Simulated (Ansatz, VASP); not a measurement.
# GeP2Pb (CuAu-ordered zincblende type (invented)) in two plane-wave programs

Aim: how closely do two programs agree when they are given the same cell, functional and k mesh? The cell is generated by rule, not measured, and may not be a known phase. Of the first pair: The two relaxations start from unlike cells of this crystal (the structure described is Ansatz's start), so only their ends are compared.

Program: Ansatz 0.2.0. Level of theory: plane waves, with VASP 6.6.1 beside it; relaxation of cell and atoms at PBE. Results are calculated unless marked as measured.

## Step 1: The starting structure

The structure is tetragonal, space group P-4m2 (No. 115). Conventional cell: a = 3.968 Å, b = 3.968 Å, c = 5.612 Å, α = 90.00°, β = 90.00°, γ = 90.00°. Nearest to Ge lie 4 P at 2.43 Å. Nearest to Pb lie 4 P at 2.43 Å. P has 2 Ge at 2.43 Å and 2 Pb at 2.43 Å nearest. Farther neighbours are not listed.

Structure file:

```cif
data_structure
_symmetry_space_group_name_H-M 'P-4m2'
_symmetry_Int_Tables_number 115
_cell_length_a 3.9682
_cell_length_b 3.9682
_cell_length_c 5.6118
_cell_angle_alpha 90.000
_cell_angle_beta 90.000
_cell_angle_gamma 90.000
_cell_volume 88.37
loop_
_atom_site_label
_atom_site_type_symbol
_atom_site_symmetry_multiplicity
_atom_site_Wyckoff_symbol
_atom_site_fract_x
_atom_site_fract_y
_atom_site_fract_z
_atom_site_occupancy
Ge1 Ge 1 a 0.00000 0.00000 0.00000 1
Pb1 Pb 1 c 0.50000 0.50000 0.50000 1
P1 P 2 g 0.00000 0.50000 0.25000 1
```

## Step 2: VASP: relaxation of cell and atoms, PBE, pair 1

The relaxed volume is the usual yardstick between codes: in a stiff, nearly cubic crystal its relative difference is about their pressure difference at one cell divided by the bulk modulus.

Lines of VASP's logs that name or quote its potential files are left out, and so is its time.

The input, INCAR:

```
SYSTEM = GeP2Pb
PREC = Accurate
ENCUT = 500
EDIFF = 1E-07
NELM = 120
ISMEAR = 0
SIGMA = 0.1
LREAL = .FALSE.
ALGO = Normal
GGA = PE
NBANDS = 25
LORBIT = 11
LWAVE = .FALSE.
LCHARG = .FALSE.
ISIF = 3
IBRION = 2
NSW = 80
EDIFFG = -0.005
LASPH = .TRUE.
GGA_COMPAT = .FALSE.
NELMIN = 4
KPAR = 2
```

The input, POSCAR:

```
GeP2Pb
1.0
    3.9659058747      0.0000000000      0.0000000000
    0.0000000000      3.9659058747      0.0000000000
    0.0000000000      0.0000000000      6.8404435908
Ge Pb P
1 1 2
Direct
    0.0000000000      0.0000000000      0.0000000000
    0.5000000000      0.5000000000      0.5000000000
    0.0000000000      0.5000000000      0.2010288422
    0.5000000000      0.0000000000      0.7989711578
```

The input, KPOINTS:

```
Automatic mesh
0
Gamma
6 6 4
0 0 0
```

The projector-augmented-wave data sets are Ge_d, Pb_d and P (PBE family, release 64).

On the command line:

```sh
> mpirun -np 2 vasp_std
```

Numbers of over 12 decimals in the logs are rounded to 6 here.

Output:

```text
[banner, memory and clock lines left out]
running    2 mpi-ranks, on    1 nodes
 distrk:  each k-point on    1 cores,    2 groups
 distr:  one band on    1 cores,    1 groups

 POSCAR found type information on POSCAR GePbP
 POSCAR found :  3 types and       4 ions
 LDA part: xc-table for (Slater+PW92), standard interpolation
 POSCAR, INCAR and KPOINTS ok, starting setup
 FFT: planning ... GRIDC
 FFT: planning ... GRID_SOFT
 FFT: planning ... GRID
 WAVECAR not read
 entering main loop
       N       E                     dE             d eps       ncg     rms          rms(c)
DAV:   1     0.333315104898E+03    0.33332E+03   -0.18069E+04  1706   0.235E+03
DAV:   2     0.284461209924E+02   -0.30487E+03   -0.29749E+03  1525   0.593E+02
DAV:   3    -0.164447508753E+02   -0.44891E+02   -0.44260E+02  1932   0.172E+02
DAV:   4    -0.185185520133E+02   -0.20738E+01   -0.20643E+01  1749   0.408E+01
DAV:   5    -0.185832322224E+02   -0.64680E-01   -0.64659E-01  2174   0.753E+00    0.554E+00
DAV:   6    -0.179684784942E+02    0.61475E+00   -0.16898E+00  1986   0.744E+00    0.315E+00
DAV:   7    -0.179408384476E+02    0.27640E-01   -0.36476E-01  1928   0.247E+00    0.163E+00
DAV:   8    -0.179394600024E+02    0.13784E-02   -0.73083E-02  1962   0.185E+00    0.254E-01
DAV:   9    -0.179364969616E+02    0.29630E-02   -0.19672E-02  2031   0.973E-01    0.102E-01
DAV:  10    -0.179368286028E+02   -0.33164E-03   -0.14451E-03  1941   0.192E-01    0.468E-02
DAV:  11    -0.179370118240E+02   -0.18322E-03   -0.24555E-04  1878   0.795E-02    0.154E-02
DAV:  12    -0.179370250114E+02   -0.13187E-04   -0.40596E-05  1871   0.344E-02    0.821E-03
DAV:  13    -0.179370284525E+02   -0.34411E-05   -0.84826E-06  1823   0.152E-02    0.384E-03
DAV:  14    -0.179370284288E+02    0.23760E-07   -0.11695E-06  1951   0.102E-02    0.103E-03
DAV:  15    -0.179370283217E+02    0.10709E-06   -0.23494E-07  1551   0.286E-03    0.335E-04
DAV:  16    -0.179370283183E+02    0.33506E-08   -0.18447E-08  1007   0.138E-03
   1 F= -.17937028E+02 E0= -.17933728E+02  d E =-.179370E+02
 curvature:   0.00 expect dE= 0.000E+00 dE for cont linesearch  0.000E+00
 trial: gam= 0.00000 g(F)=  0.310E-06 g(S)=  0.308E-04 ort = 0.000E+00 (trialstep = 0.100E+01)
 search vector abs. value=  0.311E-04
 bond charge predicted
       N       E                     dE             d eps       ncg     rms          rms(c)
DAV:   1    -0.179371323648E+02   -0.10404E-03   -0.30571E-03  2045   0.520E-01    0.552E-02
DAV:   2    -0.179370779996E+02    0.54365E-04   -0.10351E-04  1886   0.132E-01    0.320E-02
DAV:   3    -0.179370521504E+02    0.25849E-04   -0.46122E-05  2091   0.875E-02    0.600E-03
DAV:   4    -0.179370514013E+02    0.74916E-06   -0.89255E-06  1893   0.324E-02    0.237E-03
DAV:   5    -0.179370512172E+02    0.18406E-06   -0.35869E-07  1750   0.511E-03    0.100E-03
DAV:   6    -0.179370511564E+02    0.60826E-07   -0.40739E-08   888   0.221E-03
   2 F= -.17937051E+02 E0= -.17933748E+02  d E =-.228381E-04
 trial-energy change:   -0.000023  1 .order   -0.000023   -0.000031   -0.000016
 step:   2.0025(harm=  2.0025)  dis= 0.00017  next Energy=   -17.937059 (dE=-0.311E-04)
 reached required accuracy - stopping structural energy minimisation
```

From OUTCAR (step 2):

```text
ion  position               nearest neighbor table
   1  0.000  0.000  0.000-   3 2.41   4 2.41   3 2.41   4 2.41
   2  0.500  0.500  0.500-   3 2.85   4 2.85   4 2.85   3 2.85
   3  0.000  0.500  0.201-   1 2.41   1 2.41   2 2.85   2 2.85
   4  0.500  0.000  0.799-   1 2.41   1 2.41   2 2.85   2 2.85

  LATTYP: Found a simple tetragonal cell.
 ALAT       =     3.9659058747
 C/A-ratio  =     1.7248123901

 Subroutine GETGRP returns: Found  8 space group operations
 (whereof  8 operations were pure point group operations)

The static configuration has the point symmetry D_2d.

 Found     30 irreducible k-points:

   k-points           NKPTS =     30   k-points in BZ     NKDIM =     30   number of bands    NBANDS=     25

   dimension x,y,z NGX =    30 NGY =   30 NGZ =   50
   dimension x,y,z NGXF=    60 NGYF=   60 NGZF=  100

   ENCUT  =  500.0 eV  36.75 Ry    6.06 a.u.   7.23  7.23 12.47*2*pi/ulx,y,z

   NELECT =      38.0000    total number of electrons

 k-points in reciprocal lattice and weights: Automatic mesh
   0.00000000  0.00000000  0.00000000       0.007
   0.16666667  0.00000000  0.00000000       0.028
   0.33333333  0.00000000  0.00000000       0.028
   0.50000000  0.00000000  0.00000000       0.014
   0.16666667  0.16666667  0.00000000       0.028
   0.33333333  0.16666667  0.00000000       0.056
   0.50000000  0.16666667  0.00000000       0.028
   0.33333333  0.33333333  0.00000000       0.028
   0.50000000  0.33333333  0.00000000       0.028
[...]
0.50000000  0.33333333  0.50000000       0.028
   0.50000000  0.50000000  0.50000000       0.007

 average (electrostatic) potential at core
       1 -75.1203       2 -92.7637       3 -83.9661       4 -83.9661

 E-fermi :   4.7114

 k-point     1 :       0.0000    0.0000    0.0000
  band No.  band energies     occupation
    ...
     15       1.4932      2.00000
     16       1.4932      2.00000
     17       2.5315      2.00000
     18       4.1524      2.00000
     19       4.1524      2.00000
     20       5.4366      0.00000
     21       5.4567      0.00000
     22       6.8409      0.00000
     23       6.8409      0.00000
     24       7.8084      0.00000
    ...

 k-point     2 :       0.1667    0.0000    0.0000
  band No.  band energies     occupation
    ...
     15       1.2502      2.00000
     16       1.6180      2.00000
     17       2.3786      2.00000
     18       4.0787      2.00000
     19       4.1424      2.00000
     20       5.5475      0.00000
     21       6.0379      0.00000
     22       6.9301      0.00000
     23       7.0524      0.00000
     24       8.5100      0.00000
    ...

 k-point     3 :       0.3333    0.0000    0.0000
  band No.  band energies     occupation
    ...
     15       0.3921      2.00000
     16       1.4501      2.00000
     17       1.9088      2.00000
     18       4.0749      2.00000
     19       4.4485      1.99980
     20       5.6179      0.00000
     21       6.0188      0.00000
     22       7.6352      0.00000
     23       8.4040      0.00000
     24       8.6209      0.00000
    ...

  Total       -0.0191298     -0.0191298      0.0168141      0.0000000      0.0000000      0.0000000
  in kB       -0.2847955     -0.2847955      0.2503197      0.0000000      0.0000000      0.0000000
  external PRESSURE =      -0.1064238 kB  Pullay stress =       0.0000000 kB

  energy-cutoff  :      500.00
  volume of cell :      107.62
      direct lattice vectors                 reciprocal lattice vectors
     3.965318326  0.000000000  0.000000000     0.252186563  0.000000000  0.000000000
     0.000000000  3.965318326  0.000000000     0.000000000  0.252186563  0.000000000
     0.000000000  0.000000000  6.844355433     0.000000000  0.000000000  0.146105796

 POSITION                                       TOTAL-FORCE (eV/Angst)
 -----------------------------------------------------------------------------------
      3.96532      3.96532      0.00000         0.000000     -0.000000      0.000000
      1.98266      1.98266      3.42218         0.000000      0.000000      0.000000
      0.00000      1.98266      1.37583        -0.000000      0.000000     -0.001551
      1.98266      3.96532      5.46853         0.000000      0.000000      0.001551
 -----------------------------------------------------------------------------------
    total drift:                                0.000000      0.000000     -0.000000

  FREE ENERGIE OF THE ION-ELECTRON SYSTEM (eV)
  ---------------------------------------------------
  free  energy   TOTEN  =       -17.9370511564 eV

  energy  without entropy=      -17.9304457813  energy(sigma->0) =      -17.93374847

 reached required accuracy - stopping structural energy minimisation

 total charge
# of ion       s       p       d       tot
------------------------------------------
    1        1.142   1.082  10.062  12.286
    2        1.422   0.695   9.827  11.944
    3        1.073   1.393   0.000   2.465
    4        1.073   1.393   0.000   2.465
--------------------------------------------------
tot          4.709   4.562  19.890  29.161

[... 3 further parts left out ...]
```

The k-mesh is coarse for a metal.

## Step 3: Ansatz: relaxation of cell and atoms, PBE, pair 1

Ansatz runs on its default PAW (the set named soft_2) files.

Its own start cell and the same functional, mesh and smearing now go to Ansatz, which takes its cutoff from its data sets.

The input, input.yaml:

```yaml
crystal:
  lattice:
    - [3.96817, 0.0, 0.0]
    - [0.0, 3.96817, 0.0]
    - [0.0, 0.0, 5.61184]
  atoms:
    - { symbol: Ge, position: [0.0, 0.0, 0.0] }
    - { symbol: Pb, position: [0.5, 0.5, 0.5] }
    - { symbol: P, position: [0.0, 0.5, 0.25] }
    - { symbol: P, position: [0.5, 0.0, 0.75] }
kpoints:
  mp_grid: { grid: [6, 6, 4] }
hamiltonian:
  xc: pbe
scf:
  occupations: { method: gaussian, width: 0.1 }
output:
  forces: true
  stress: true
  eigenvalues: true
relax:
  adjacent_minimum: "off"
  f_tol: 0.05
  max_steps: 80
  cell: { stress_tol: 0.5 }
```

On the command line:

```sh
> ansatz run input.yaml --threads 2 --pin off --max-ram 5120MiB --backend cpu --events-out ev --progress --plain --runs-dir out
```

Output:

```text
The last accepted step is kept in <dir> (removed where the run ends without a failure and the disk answers)
Engine: ansatz 0.2.0, x86_64-unknown-linux-gnu
Pseudopotentials: kind: paw
Pseudopotential: Ge, paw, valence charge 14, recommended cutoff 420 eV (normal), Ge.paw.azcp
Pseudopotential: Pb, paw, valence charge 14, recommended cutoff 420 eV (normal), Pb.paw.azcp
Pseudopotential: P, paw, valence charge 5, recommended cutoff 420 eV (normal), P.paw.azcp
Functional definition: PBE
  parameter kappa = 0.804
  parameter beta = 0.066725
  exchange = pbe_x(kappa = kappa, mu = beta*pi^2/3)
  correlation = pbe_c(beta = beta)
Crystal: 4 atoms, lattice volume = 88.366 Å³
Basis set: ecut = 420 eV, 1715 PW (Γ), exchange–correlation on 54×54×80 points (8 copies of the dense FFT grid, shifted against one another)
Bands: 23, of which v1, the nominal top of the filled ones, is band 19 counted from 1 (18 counted from 0)
Symmetry: 8 space group operations
Space group: P-4m2 (ITA 115), of the structure as read, at distance tolerance 4.5e-5 Å
k-points: 30 of 144 (time reversal used)
Non-local potential: Ge, projectors of the file, l = 0: 2, l = 1: 2, l = 2: 3, l = 3: 1
Non-local potential: Pb, projectors of the file, l = 0: 2, l = 1: 2, l = 2: 2, l = 3: 2
Non-local potential: P, projectors of the file, l = 0: 2, l = 1: 2, l = 2: 2
PAW form: soft (Blöchl's): semilocal exchange-correlation on the pseudo side does not see the compensation charge
PAW one-centre angular grid: Ge, 590 points (default); XC on 64 Gauss nodes
PAW one-centre angular grid: Pb, 590 points (default); XC on 64 Gauss nodes
PAW one-centre angular grid: P, 110 points (default); XC on 64 Gauss nodes
Initial density: superposition of atomic densities (neutral atoms: chi_scale 0, normalization atom), corrected by the library's trained network
Initial wavefunctions: pseudopotential atomic-orbital guess
Functional: x = pbe(κ = 0.804, μ = 0.219515), c = pbe(β = 0.066725)
SCF iter   1: F=—  HF=-17709.917619 eV  |F-HF|=—  |Δ(HF+E_count)|=         —  Δρ=2.50e-3  dr2=1.12e-2  ethr=1.77e-3  ⟨swp⟩=8.1  Hψ=4029  notcnv=0
preconditioner: auto → Kerker (q_TF=auto, 2.370 Å⁻¹)  [metal: Δε(μ)=0.000 eV  Ē_g=12.539 eV  σ=0.100 eV  W_gap=0.00  n_scr=20 (ndim 8)  ℏωp=20.9 eV  f_vac=0.000  D(μ)=5.04/eV (n_scr^D=48)]
SCF iter   2: F=—  HF=-17709.914055 eV  |F-HF|=—  |Δ(HF+E_count)|=   3.56e-3  Δρ=1.67e-3  dr2=4.98e-3  ethr=2.95e-5  ⟨swp⟩=3.0  Hψ=1371  notcnv=0  defer=1
SCF iter   3: F=—  HF=-17709.913911 eV  |F-HF|=—  |Δ(HF+E_count)|=   1.44e-4  Δρ=8.98e-4  dr2=6.80e-4  ethr=1.31e-5  ⟨swp⟩=2.0  Hψ=1303  notcnv=0  defer=1
SCF iter   4: F=—  HF=-17709.913375 eV  |F-HF|=—  |Δ(HF+E_count)|=   5.36e-4  Δρ=4.05e-4  dr2=1.67e-4  ethr=1.79e-6  ⟨swp⟩=2.3  Hψ=1318  notcnv=0  defer=1
SCF iter   5: F=—  HF=-17709.913428 eV  |F-HF|=—  |Δ(HF+E_count)|=   5.31e-5  Δρ=1.74e-4  dr2=3.08e-5  ethr=4.40e-7  ⟨swp⟩=2.0  Hψ=1266  notcnv=0  defer=1
SCF iter   6: F=—  HF=-17709.913468 eV  |F-HF|=—  |Δ(HF+E_count)|=   4.06e-5  Δρ=5.61e-5  dr2=3.01e-6  ethr=8.10e-8  ⟨swp⟩=2.2  Hψ=1285  notcnv=0  defer=1
SCF iter   7: F=—  HF=-17709.913469 eV  |F-HF|=—  |Δ(HF+E_count)|=   3.87e-7  Δρ=1.01e-5  dr2=1.31e-7  ethr=7.92e-9  ⟨swp⟩=2.2  Hψ=1300  notcnv=0  defer=1
SCF iter   8: F=-17709.913469 eV  HF=-17709.913469 eV  |F-HF|=1.48e-8  |Δ(HF+E_count)|=   2.12e-8  Δρ=4.59e-6  dr2=2.97e-8  ethr=2.63e-10  ⟨swp⟩=9.6  Hψ=3824  notcnv=0
SCF 1 converged in 8 iterations: F = -17709.913469 eV  dr2 = 2.97e-8
  greatest PAW one-centre occupation: 0.998 electrons in one spin orbital (limit 2), on the Ge atom at site 0 (counted from 0), in its partial waves of l = 2
relax step   1: F+E_penalty+E_count = -17709.91346879 eV  Δ(F+E_penalty+E_count) = +0.000e0 eV  max|allowed force component| = 2.607e0 eV/Å  Δτ_max = 0.0000 Å  P = +18.773 GPa  Ω = 88.366 Å³  (8 SCF iters, dr2 threshold 1.00e-7 eV, accepted)
[...]
relax step   9: F+E_penalty+E_count = -17711.87137568 eV  Δ(F+E_penalty+E_count) = -2.278e-3 eV  max|allowed force component| = 6.633e-2 eV/Å  Δτ_max = 0.0064 Å  P = +0.256 GPa  Ω = 106.326 Å³  energy of the carried Pulay correction = +2.007e-4 eV  (5 SCF iters, dr2 threshold 4.00e-7 eV, accepted)
[...]
relax step  10: F+E_penalty+E_count = -17711.87824342 eV  Δ(F+E_penalty+E_count) = -6.868e-3 eV  max|allowed force component| = 1.090e-2 eV/Å  Δτ_max = 0.0041 Å  P = +0.105 GPa  Ω = 107.395 Å³  energy of the carried Pulay correction = +7.478e-5 eV  (5 SCF iters, dr2 threshold 4.00e-7 eV, accepted)
[...]
relax step  11: F+E_penalty+E_count = -17711.87824087 eV  Δ(F+E_penalty+E_count) = +2.550e-6 eV  max|allowed force component| = 1.095e-2 eV/Å  Δτ_max = 0.0000 Å  P = +0.107 GPa  Ω = 107.395 Å³  stress off target by 1.36e-1 GPa  SCF on the basis re-selected at this cell (its energy is not comparable with the rows above)  (5 SCF iters)
basis re-selected at this cell: Δ(F+E_penalty+E_count) = +2.550e-6 eV, ΔP = +0.002 GPa vs the last step (what re-selecting the basis moved, of the pressure what is left beyond the Pulay correction that the steps carried, after the strain that the cell walked since its last selection, with what the two solves' SCF thresholds leave and, on support functions, any second-order correction that the steps lacked; it is no measure of the basis error at this ecutwfc). The dense FFT grid was sized anew with the basis: this SCF ran on 27×27×48 points, the steps before it on 27×27×45, so part of this shift can come from that change (see relax.cell in the input reference). [rest of the remark cut]
SCF converged after 5 iterations
Free energy (F): -17711.878241 eV
Harris-Foulkes:  -17711.878241 eV  (|F-HF|=5.35e-10)
Internal energy: -17711.871729 eV  (E = F + TS)
E sigma→0 (E₀):  -17711.874985 eV
Entropy (-TS):   -0.006512 eV (-1.628 meV/atom)
Fermi energy:    6.898275 eV
--- Per-component energies (eV) ---
  E_band       = -258.570217
  E_kinetic    = 536.200026
  E_local      = -4164.528812  (includes V_loc(G=0)·N_el)
  E_nonlocal   = 835.884196
  E_hartree    = 1755.129493
  E_xc         = -417.007198
  E_vxc        = -315.382185  (∫ρ·V_xc dr)
  E_paw        = -13563.245647  (= ΣΔE_a)
  E_vpaw       = -661.002398  (= ΣTr[D̂ρ^β])
  E_aug_tail   = 0.000321  (compensation charges beyond the density's cutoff)
  E_ewald      = -2694.304108
  E_smearing   = -0.006512  (= −TS)
  E_closure    = 0.000000  (closes the sum)
  Σ components = -17711.878241   (vs F -17711.878241, Δ=0.00e0)
--- Forces (eV/Å), atoms counted from 1 ---
  atom   1  Ge    -0.00000000    -0.00000000     0.00000000
  atom   2  Pb     0.00000000    -0.00000000     0.00000000
  atom   3  P      0.00000000     0.00000000    -0.01094749
  atom   4  P      0.00000000     0.00000000     0.01094749
  max |Σ_I F_I| component: 2.50e-16 eV/Å
--- Stress (GPa, compression-positive) ---
        0.136035      -0.000000       0.000000
       -0.000000       0.136035       0.000000
        0.000000       0.000000       0.048647
  P = ⅓ Tr σ = 0.1069 GPa (1.069 kbar)
--- Band table (eV; the first three rows and the last of 30) ---
  k-point 0: bands = [... 15 lower, 3.6963, 4.6978, 6.3490, 6.3490, 7.6409, 7.6663, 9.0333, 9.0333]
  k-point 1: bands = [... 15 lower, 3.7646, 6.0033, 6.0450, 6.0450, 7.5533, 7.7842, 9.6349, 9.6717]
  k-point 2: bands = [... 15 lower, 3.8432, 5.7822, 5.7822, 7.2054, 7.3096, 7.8090, 9.2016, 10.7074]
  k-point 29: bands = [... 15 lower, 3.0089, 3.0089, 3.3337, 7.2419, 8.4425, 8.4425, 8.6345, 9.7560]
--- Relaxed structure (9 steps of the walk, 9 accepted, 2 SCFs on fresh bases) ---
  F+E_penalty+E_count = -17711.87824087 eV   max|allowed force component| = 1.095e-2 eV/Å   (the final SCF, on the basis selected at the relaxed cell)
  cell:  # Å, volume = 107.3954 Å³
    - [3.957465, 0, -2.533447455067335e-17]
    - [0, 3.957465, 0]
    - [-3.5828358579005075e-17, 0, 6.857275]
  atoms:
    - { symbol: Ge, position: [0, 0, 1.5455924224289938e-19] }
    - { symbol: Pb, position: [0.5, 0.5, 0.500000] }
    - { symbol: P, position: [1.9110699240993087e-18, 0.5, 0.201313] }
    - { symbol: P, position: [0.5, 0, 0.798687] }
```

Reading the cycles: dr2 is the Hartree energy of the density residual (eV), the measure of convergence; HF is the Harris–Foulkes estimate of the energy, which meets the free energy F at convergence.

## Step 4: Side by side

Known differences besides the potentials themselves: the cutoff is 420 eV in Ansatz and 500 eV in VASP; Ansatz adds a Pulay correction to the stress that steers its cell, VASP none. Total energies have different zeros and are not compared.

The two programs side by side:

```tsv
quantity	Ansatz	VASP	difference
volume (Å³)	107.40	107.62	-0.21 %
edge a after relaxation, in the typed setting (Å)	3.958	3.965	-0.20 %
edge c after relaxation, in the typed setting (Å)	6.857	6.844	+0.19 %
```

(Part 1 of 2 ends here.)

[Lines on the potential files, build, host, timing and source positions are cut from VASP's logs without a mark.]

[Logs are printed without paths, hosts, clocks, repeated set-up lines and the standing remarks that a program may print on its own settings, such as how far it seeks lower states.]

[Hosts, paths, dates, database ids (printed as entryN), source tags and the programs' standing remarks are cut or masked in the printed files.]
